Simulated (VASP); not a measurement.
Here is the system:

```
O2Si
1.0
    5.05040     0.00000     0.00000
    0.00000     5.05040     0.00000
    0.00000     0.00000     7.04006
Si O
4 8
Cartesian
  1.50683   1.50683   7.04006
  4.03203   1.01837   5.28005
  1.01837   4.03203   1.76002
  3.54357   3.54357   3.52003
  1.21163   0.51485   1.25468
  3.73683   2.01035   4.02537
  1.31357   3.04005   0.50534
  3.83878   4.53556   4.77471
  4.53556   3.83878   2.26535
  2.01035   3.73683   3.01469
  3.04005   1.31357   6.53473
  0.51485   1.21163   5.78539
```

Method: PBE GGA, VASP's PBE PAW potentials (set 64) (plane waves; VASP). Run with 520 eV cut-off, 5×5×4 Γ-centred mesh, tetrahedra with Blöchl corrections, potentials Si O.

The cores are frozen, which limits the accuracy of field gradients.

Give the principal components of the electric field gradient (V/Å²) and the asymmetry η at each nucleus.

| atom | Vxx | Vyy | Vzz | η |
|---|---|---|---|---|
| Si1 | 3.0 | 0.1 | -3.2 | 0.91 |
| Si2 | 3.0 | 0.1 | -3.2 | 0.91 |
| Si3 | 3.0 | 0.1 | -3.2 | 0.91 |
| Si4 | 3.0 | 0.1 | -3.2 | 0.91 |
| O5 | -54.6 | -39.3 | 93.9 | 0.16 |
| O6 | -54.6 | -39.3 | 93.9 | 0.16 |
| O7 | -54.6 | -39.3 | 93.9 | 0.16 |
| O8 | -54.6 | -39.3 | 93.9 | 0.16 |
| O9 | -54.6 | -39.3 | 93.9 | 0.16 |
| O10 | -54.6 | -39.3 | 93.9 | 0.16 |
| O11 | -54.6 | -39.3 | 93.9 | 0.16 |
| O12 | -54.6 | -39.3 | 93.9 | 0.16 |

The compound is SiO2 in the cristobalite structure. It was relaxed first, which changed the volume by +6 %.
